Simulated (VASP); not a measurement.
Set up this calculation in VASP 6.6.1, as the native input.

```
Task                      : relaxation of the atoms
Functional                : PBEsol
Potentials or basis       : VASP PAW PBE potentials, release 64 (Tl_d)
Cutoff                    : 520 eV
k mesh                    : 9 × 9 × 1
Occupations               : gaussian, width 0.05 eV
Spin                      : no spin polarisation
Dipole correction         : yes
Atoms held fixed (from 0) : [0]
Further INCAR settings    : ALGO = Normal; EDIFF = 1e-07; IBRION = 2; EDIFFG = -0.02; NSW = 60
```

The structure of Tl lies in POSCAR:

```
Tl
1.0
    3.4559983565      0.0000000000      0.0000000000
   -1.7279991782      2.9929823722      0.0000000000
    0.0000000000      0.0000000000     20.5250000000
Tl
3
Selective dynamics
Direct
    0.3333333333      0.6666666666      0.3654080390  F F F
    0.6666666667      0.3333333334      0.5000000000  T T T
    0.3333333333      0.6666666666      0.6345919610  T T T
```

The cell isn't the ideal one: the (0 0 1) slab of Tl, cut from the database cell, not relaxed.

One way to write it, as run:

INCAR

```
  PREC = Accurate
  ENCUT = 520
  EDIFF = 1E-7
  ISMEAR = 0
  SIGMA = 0.05
  LREAL = F
  LASPH = T
  NELM = 60
  ALGO = Normal
  ISIF = 2
  LWAVE = F
  LCHARG = F
  LDIPOL = T
  IDIPOL = 3
  DIPOL = 0.5 0.5 0.500
  GGA = PS
  IBRION = 2
  NSW = 60
  EDIFFG = -0.02
```

KPOINTS

```
Automatic mesh
0
Gamma
  9 9 1
```

Potentials or basis: VASP PAW PBE potentials, release 64 (Tl_d).

The run is started by

```console
$ cat potpaw_PBE.64/Tl_d/POTCAR > POTCAR
$ mpirun -np 1 vasp_std > vasp.out
```

Results of the run:

| Quantity | Value |
| --- | --- |
| Energy gained by relaxing | 0.6 meV/atom |
| Ionic steps | 10 |
| Band gap on the k mesh | none (metal or under the smearing width) |

Wall time 6.7 min on 1 thread of AMD EPYC 9R14 (Zen 4), on a shared host, peak memory 0.32 GiB.
